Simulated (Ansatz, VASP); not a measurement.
BaAlH6: VASP beside Ansatz

```
CELL_PARAMETERS angstrom
0.00000 3.86804 3.86804
3.86804 0.00000 3.86804
3.86804 3.86804 0.00000
ATOMIC_POSITIONS crystal
Ba 0.50000 0.50000 0.50000
Al 0.75000 0.75000 0.75000
H 0.52575 0.97425 0.97425
H 0.97425 0.52575 0.52575
H 0.97425 0.52575 0.97425
H 0.52575 0.97425 0.52575
H 0.97425 0.97425 0.52575
H 0.52575 0.52575 0.97425
```

Alike in both runs: functional PBE; k mesh 4 × 4 × 4; occupations gaussian, width 0.1 eV; no spin polarisation.

Ansatz relaxed the structure, and its values are those at the end. VASP's run is a single point on that final structure, the one shown.

```csv
,VASP,Ansatz
version,VASP 6.6.1,Ansatz 0.2.0
potentials or method,"VASP PAW PBE potentials, release 64 (Ba_sv, Al, H)","scalar-relativistic, plane waves, PAW"
plane-wave cutoff (eV),520,420
valence electrons in the cell,19,19
```

|  | VASP | Ansatz | Ansatz less VASP |
| --- | --- | --- | --- |
| gap on the k mesh at the Fermi level (eV) | none | none | - |
| pressure (GPa) | 0.5 | 0.3 | -0.20 |

A gap of «none» marks a metal or a gap that the smearing closes.

Spin-orbit coupling is left out, which matters for the levels of Ba.
